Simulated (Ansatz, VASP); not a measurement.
# Co: VASP beside Ansatz, part 2 of 2

Wanted: the spread between two codes on one cell, functional and k mesh. The cell is taken from a series of runs on this material, whose earlier steps may have relaxed, scaled, displaced or heated it; both programs get it as it stands.

VASP 6.6.1 and Ansatz 0.2.0.

So far. Step 2 (Ansatz: single point, r2SCAN, pair 1): The run ends at a pressure of -22.06 GPa.

**3. VASP: single point, r2SCAN, pair 1**

Level of this step: r2SCAN, spin-polarised from a ferromagnetic start; plane waves and PAW (Co) (VASP).

The same cell, functional, mesh and smearing now go to VASP, with its own data sets.

Lines of VASP's logs that name or quote its potential files are left out, and so is its time.

INCAR reads:

```
SYSTEM = Co
PREC = Accurate
ENCUT = 660
EDIFF = 1E-06
NELM = 200
ISMEAR = -1
SIGMA = 0.1
LREAL = .FALSE.
ALGO = Normal
METAGGA = R2SCAN
LASPH = .TRUE.
NBANDS = 31
ISPIN = 2
MAGMOM = 2.01 2.06 2.01 2.06
LMAXMIX = 4
LORBIT = 11
LWAVE = .FALSE.
LCHARG = .FALSE.
ISIF = 2
GGA_COMPAT = .FALSE.
LMIXTAU = .TRUE.
KPAR = 2
```

POSCAR reads:

```
Co
1.0
    2.5958626800      0.0000000000      0.0000000000
   -1.2979313400      2.2480830300      0.0000000000
    0.0000000000      0.0000000000      8.4984494000
Co
4
Direct
    0.0000000000      0.0000000000      0.0000000000
    0.3333333300      0.6666666700      0.2500000000
    0.0000000000      0.0000000000      0.5000000000
    0.6666666700      0.3333333300      0.7500000000
```

KPOINTS reads:

```
Automatic mesh
0
Gamma
19 19 5
0 0 0
```

Potentials, in the order of the species: Co (PBE family, release 64).

Started as:

```sh
$ mpirun -np 2 vasp_std
```

Numbers of over 12 decimals in the logs are rounded to 6 here.

Log:

```text
[banner, memory and clock lines left out]
running    2 mpi-ranks, on    1 nodes
 distrk:  each k-point on    1 cores,    2 groups
 distr:  one band on    1 cores,    1 groups

 POSCAR found type information on POSCAR Co
 POSCAR found :  1 types and       4 ions
|                                                                             |
|               ----> ADVICE to this user running VASP <----                  |
|                                                                             |
|     You enforced a specific xc type in the INCAR file but a different       |
|     [... a line on the potential file left out ...]
|     I HOPE YOU KNOW WHAT YOU ARE DOING!                                     |
|                                                                             |

 LDA part: xc-table for (None), standard interpolation
 POSCAR, INCAR and KPOINTS ok, starting setup
 FFT: planning ... GRIDC
 FFT: planning ... GRID_SOFT
 FFT: planning ... GRID
 WAVECAR not read
 entering main loop
       N       E                     dE             d eps       ncg     rms          rms(c)
DAV:   1     0.238055274405E+03    0.23806E+03   -0.18382E+04 14976   0.184E+03
DAV:   2    -0.440752405877E+02   -0.28213E+03   -0.26241E+03 14887   0.333E+02
DAV:   3    -0.626766856891E+02   -0.18601E+02   -0.17471E+02 16637   0.115E+02
DAV:   4    -0.630211489142E+02   -0.34446E+00   -0.34380E+00 18806   0.148E+01
DAV:   5    -0.630365247704E+02   -0.15376E-01   -0.15374E-01 21233   0.235E+00    0.226E+01
DAV:   6    -0.561351254736E+02    0.69014E+01   -0.49678E+01 16574   0.104E+02    0.176E+01
DAV:   7    -0.525928425698E+02    0.35423E+01   -0.57756E+00 17027   0.387E+01    0.872E+00
DAV:   8    -0.537662783730E+02   -0.11734E+01   -0.69526E+00 18027   0.580E+01    0.208E+01
DAV:   9    -0.521543554655E+02    0.16119E+01   -0.37438E+00 18574   0.372E+01    0.281E+00
DAV:  10    -0.523405428068E+02   -0.18619E+00   -0.40408E-01 17195   0.682E+00    0.118E+00
DAV:  11    -0.523488152581E+02   -0.82725E-02   -0.50773E-02 19700   0.202E+00    0.588E-01
DAV:  12    -0.523614637363E+02   -0.12648E-01   -0.15144E-02 22078   0.109E+00    0.367E-01
DAV:  13    -0.523749083227E+02   -0.13445E-01   -0.21209E-02 22611   0.138E+00    0.314E-01
DAV:  14    -0.523796445657E+02   -0.47362E-02   -0.20538E-02 21842   0.133E+00    0.286E-01
DAV:  15    -0.523805262670E+02   -0.88170E-03   -0.53528E-03 20794   0.109E+00    0.796E-02
DAV:  16    -0.523809026266E+02   -0.37636E-03   -0.98391E-04 15594   0.276E-01    0.759E-02
DAV:  17    -0.523809006852E+02    0.19414E-05   -0.92607E-05 19306   0.138E-01    0.212E-02
DAV:  18    -0.523809011704E+02   -0.48514E-06   -0.40812E-05 22337   0.600E-02    0.864E-03
DAV:  19    -0.523809025602E+02   -0.13898E-05   -0.14844E-05 16825   0.334E-02    0.547E-03
DAV:  20    -0.523809037103E+02   -0.11501E-05   -0.23935E-06 11643   0.205E-02    0.218E-03
DAV:  21    -0.523809046490E+02   -0.93869E-06   -0.51682E-07  7874   0.101E-02
   1 F= -.52380905E+02 E0= -.52325690E+02  d E =-.110429E+00  mag=     7.5414
```

OUTCAR, selected parts (step 3):

```text
ion  position               nearest neighbor table
   1  0.000  0.000  0.000-   2 2.60   4 2.60   4 2.60   2 2.60   4 2.60   2 2.60
   2  0.333  0.667  0.250-   1 2.60   3 2.60   1 2.60   3 2.60   1 2.60   3 2.60
   3  0.000  0.000  0.500-   2 2.60   4 2.60   4 2.60   2 2.60   4 2.60   2 2.60
   4  0.667  0.333  0.750-   1 2.60   3 2.60   1 2.60   3 2.60   1 2.60   3 2.60

  LATTYP: Found a hexagonal cell.
 ALAT       =     2.5958626800
 C/A-ratio  =     3.2738439770

 Subroutine GETGRP returns: Found 24 space group operations
 (whereof 12 operations were pure point group operations)

The static configuration has the point symmetry D_3d.
 The point group associated with its full space group is D_6h.

 Found    120 irreducible k-points:

   k-points           NKPTS =    120   k-points in BZ     NKDIM =    120   number of bands    NBANDS=     31

   dimension x,y,z NGX =    24 NGY =   24 NGZ =   72
   dimension x,y,z NGXF=    48 NGYF=   48 NGZF=  144

   ENCUT  =  660.0 eV  48.51 Ry    6.96 a.u.   5.44  5.44 17.80*2*pi/ulx,y,z

   NELECT =      36.0000    total number of electrons

 k-points in reciprocal lattice and weights: Automatic mesh
   0.00000000  0.00000000  0.00000000       0.001
   0.05263158  0.00000000  0.00000000       0.003
   0.10526316  0.00000000  0.00000000       0.003
   0.15789474  0.00000000  0.00000000       0.003
   0.21052632  0.00000000  0.00000000       0.003
   0.26315789 -0.00000000  0.00000000       0.003
   0.31578947 -0.00000000  0.00000000       0.003
   0.36842105 -0.00000000  0.00000000       0.003
   0.42105263  0.00000000  0.00000000       0.003
[...]
0.36842105  0.26315789  0.40000000       0.007
   0.31578947  0.31578947  0.40000000       0.007

 average (electrostatic) potential at core
       1 -84.8550       2 -84.9748       3 -84.8550       4 -84.9748

 E-fermi :   8.7254

 spin component 1
 k-point     1 :       0.0000    0.0000    0.0000
  band No.  band energies     occupation
    ...
     20       6.4761      1.00000
     21       6.4761      1.00000
     22       6.8009      1.00000
     23       6.8009      1.00000
     24       8.2641      0.99017
     25      13.4563      0.00000
     26      22.0068      0.00000
     27      22.0333      0.00000
     28      30.0120      0.00000
     29      30.6078      0.00000
    ...

 k-point     2 :       0.0526    0.0000    0.0000
  band No.  band energies     occupation
    ...
     20       6.4737      1.00000
     21       6.5223      1.00000
     22       6.5729      1.00000
     23       6.8063      1.00000
     24       8.6047      0.76971
     25      13.4792      0.00000
     26      22.0760      0.00000
     27      22.1015      0.00000
     28      29.0301      0.00000
     29      30.0361      0.00000
    ...

 k-point     3 :       0.1053    0.0000    0.0000
  band No.  band energies     occupation
    ...
     19       6.1243      1.00000
     20       6.3992      1.00000
     21       6.4687      1.00000
     22       6.6492      1.00000
     23       6.8219      1.00000
     24       9.3322      0.00231
     25      13.5520      0.00000
     26      22.2801      0.00000
     27      22.3032      0.00000
     28      26.6519      0.00000
    ...

 k-point     4 :       0.1579    0.0000    0.0000
  band No.  band energies     occupation
    ...
     19       6.1234      1.00000
     20       6.4685      1.00000
     21       6.6167      1.00000
     22       6.8318      1.00000
     23       6.8464      1.00000
     24      10.2247      0.00000
     25      13.6859      0.00000
     26      22.5897      0.00000
     27      22.6201      0.00000
     28      24.2052      0.00000
    ...

 k-point     5 :       0.2105    0.0000    0.0000
  band No.  band energies     occupation
    ...
     19       6.1628      1.00000
     20       6.4877      1.00000
     21       6.8700      1.00000
     22       6.8796      1.00000
     23       7.0522      1.00000
     24      11.2255      0.00000
     25      13.8954      0.00000
     26      21.6808      0.00000
     27      22.8671      0.00000
     28      23.1741      0.00000
    ...

 k-point     6 :       0.2632   -0.0000    0.0000
  band No.  band energies     occupation
    ...
     19       6.2853      1.00000
     20       6.5494      1.00000
     21       6.9237      1.00000
     22       7.1551      1.00000
     23       7.3146      1.00000
     24      12.3131      0.00000
     25      14.1810      0.00000
     26      19.4560      0.00000
     27      21.4191      0.00000
     28      21.6047      0.00000
    ...

  Total       -6.8433474     -6.8433474     -6.6205577      0.0000000     -0.0000000     -0.0000000
  in kB     -221.0779429   -221.0779437   -213.8806031      0.0000000     -0.0000000     -0.0000000
  external PRESSURE =    -218.6788299 kB  Pullay stress =       0.0000000 kB

  energy-cutoff  :      660.00
  volume of cell :       49.59
      direct lattice vectors                 reciprocal lattice vectors
     2.595862680  0.000000000  0.000000000     0.385228390  0.222411714  0.000000000
    -1.297931340  2.248083030  0.000000000     0.000000000  0.444823428  0.000000000
     0.000000000  0.000000000  8.498449400     0.000000000  0.000000000  0.117668524

 POSITION                                       TOTAL-FORCE (eV/Angst)
 -----------------------------------------------------------------------------------
      0.00000      0.00000      0.00000         0.000000      0.000000     -0.000000
     -0.00000      1.49872      2.12461         0.000000      0.000000      0.000000
      0.00000      0.00000      4.24922         0.000000      0.000000     -0.000000
      1.29793      0.74936      6.37384        -0.000000     -0.000000     -0.000000
 -----------------------------------------------------------------------------------
    total drift:                                0.000000      0.000000      0.000000

  FREE ENERGIE OF THE ION-ELECTRON SYSTEM (eV)
  ---------------------------------------------------
  free  energy   TOTEN  =       -52.3809046490 eV

  energy  without entropy=      -52.2704760173  energy(sigma->0) =      -52.32569033

 total charge
# of ion       s       p       d       tot
------------------------------------------
    1        0.461   0.456   7.146   8.064
    2        0.460   0.462   7.132   8.053
    3        0.461   0.456   7.146   8.064
    4        0.460   0.462   7.132   8.053
--------------------------------------------------
tot          1.842   1.836  28.556  32.234

 magnetization (x)
# of ion       s       p       d       tot
------------------------------------------
    1       -0.002  -0.060   2.013   1.951
    2       -0.002  -0.065   2.061   1.994
    3       -0.002  -0.060   2.013   1.951
    4       -0.002  -0.065   2.061   1.994
--------------------------------------------------
tot         -0.008  -0.249   8.148   7.890

[... 6 further parts left out ...]
```

The magnetic state follows from one typed start and may not be the lowest. SCAN-type functionals tend to overstate the moments of itinerant magnets.

**4. Comparison**

Known differences besides the potentials themselves: VASP starts from the moments at which Ansatz ended; VASP keeps PBE cores, Ansatz makes them for the functional; the data sets hold 68 valence electrons in Ansatz (on its default PAW (the set named soft_2) files) and 36 in VASP; the cutoff is 500 eV in Ansatz and 660 eV in VASP; site moments are counted in spheres of each program's own size. Total energies have different zeros and are not compared.

Compared:

| quantity | Ansatz | VASP | difference |
| --- | --- | --- | --- |
| pressure (GPa) | -22.06 | -21.87 | -0.19 |
| total moment (μB) | 7.61 | 7.54 | +0.06 |
| moment on Co2 (μB) | 2.06 | 1.99 | +0.06 |
| moment on Co4 (μB) | 2.06 | 1.99 | +0.06 |
| moment on Co1 (μB) | 2.01 | 1.95 | +0.06 |
| moment on Co3 (μB) | 2.01 | 1.95 | +0.06 |

**5. Ansatz: single point, r2SCAN, pair 2**

With cell and atoms fixed, the geometry can't cause a difference; cores, projectors, grids and the points listed under the comparison can.

The cell is taken from a series of runs on this material, whose earlier steps may have relaxed, scaled, displaced or heated it; both programs get it as it stands.

input.yaml reads:

```yaml
crystal:
  lattice:
    - [2.59586268, 0.0, 0.0]
    - [-1.29793134, 2.24808303, 0.0]
    - [0.0, 0.0, 8.4984494]
  atoms:
    - { symbol: Co, position: [0.0, 0.0, 0.0], spin: 0.6 }
    - { symbol: Co, position: [0.33333333, 0.66666667, 0.25], spin: 0.6 }
    - { symbol: Co, position: [0.0, 0.0, 0.5], spin: 0.6 }
    - { symbol: Co, position: [0.66666667, 0.33333333, 0.75], spin: 0.6 }
magnetization:
  spin_polarized: true
kpoints:
  mp_grid: { grid: [19, 19, 5] }
hamiltonian:
  xc: r2scan
scf:
  occupations: { method: fermi_dirac, width: 0.1 }
  max_iter: 120
  convergence: { dr2_threshold: 1.0e-08 }
basis:
  ecutwfc: 500.0
output:
  stress: true
```

Started as:

```sh
$ ansatz run input.yaml --threads 1 --pin off --max-ram 2048MiB --backend cpu --events-out ev --progress --plain --runs-dir out
```

Log:

```text
[...]
Crystal: 4 atoms, lattice volume = 49.595 Å³
Basis set: ecut = 500 eV, 1279 PW (Γ), exchange–correlation on 80×80×256 points (64 copies of the dense FFT grid, shifted against one another)
Bands: 43, of which v1, the nominal top of the filled ones, is band 34 counted from 1 (33 counted from 0)
[...]
Internal energy: -20525.546887 eV  (E = F + TS)
E sigma→0 (E₀):  -20525.601552 eV
Entropy (-TS):   -0.109330 eV (-27.332 meV/atom)
Fermi energy:    16.122805 eV
[...]
--- Stress (GPa, compression-positive) ---
      -22.301670       0.000000       0.000000
       -0.000000     -22.301670       0.000000
        0.000000       0.000000     -21.569609
  P = ⅓ Tr σ = -22.0576 GPa (-220.576 kbar)
[key lines of the parts left out:]
SCF converged after 23 iterations
Magnetization: 7.6060 μB (37.8030 up, 30.1970 down)
Free energy (F): -20525.656216 eV
```

The run ends at a pressure of -22.06 GPa.

**6. VASP: single point, r2SCAN, pair 2**

The same cell, functional, mesh and smearing now go to VASP, with its own data sets.

INCAR is that of step 3.

POSCAR is that of step 3.

KPOINTS is that of step 3.

Started as:

```sh
$ mpirun -np 2 vasp_std
```

Log:

```text
[banner, memory and clock lines left out]
running    2 mpi-ranks, on    1 nodes
[...]
[... a notice as in an earlier step ...]

 LDA part: xc-table for (None), standard interpolation
 POSCAR, INCAR and KPOINTS ok, starting setup
[...]
entering main loop
       N       E                     dE             d eps       ncg     rms          rms(c)
[... 21 cycles as in an earlier step ...]
   1 F= -.52380905E+02 E0= -.52325690E+02  d E =-.110429E+00  mag=     7.5414
```

From OUTCAR (step 6):

```text
[... 7 parts as in an earlier step ...]

[... 1 further part left out ...]
[key lines of the parts left out:]
E-fermi :   8.7254
```

The run ends at a pressure of -21.87 GPa.

**7. Side by side**

What differs besides the data sets and the points named for the pairs above, as far as they apply: the data sets hold 68 valence electrons in Ansatz (on its default PAW (the set named soft_2) files) and 36 in VASP. Total energies have different zeros and are not compared.

Compared:

| quantity | Ansatz | VASP | difference |
| --- | --- | --- | --- |
| pressure (GPa) | -22.06 | -21.87 | -0.19 |
| total moment (μB) | 7.61 | 7.54 | +0.06 |
| moment on Co2 (μB) | 2.06 | 1.99 | +0.06 |
| moment on Co4 (μB) | 2.06 | 1.99 | +0.06 |
| moment on Co1 (μB) | 2.01 | 1.95 | +0.06 |
| moment on Co3 (μB) | 2.01 | 1.95 | +0.06 |

**8. What came out**

```json
{
  "difference in total moment (single point, r2SCAN, pair 1)": "0.065 μB",
  "difference in total moment (single point, r2SCAN, pair 2)": "0.065 μB"
}
```

What this shows: The difference in total moment is 0.065 μB (single point, r2SCAN, pair 1). The data sets hold unlike numbers of valence electrons (68 in Ansatz and 36 in VASP), so part of the differences comes from the potentials. How closely two codes agree says nothing of how well the functional describes the real material.

[Lines on the potential files, build, host, timing and source positions are cut from VASP's logs without a mark.]

[Logs are printed without paths, hosts, clocks, repeated set-up lines and the standing remarks that a program may print on its own settings, such as how far it seeks lower states.]

[Hosts, paths, dates, database ids (printed as entryN), source tags and the programs' standing remarks are cut or masked in the printed files.]
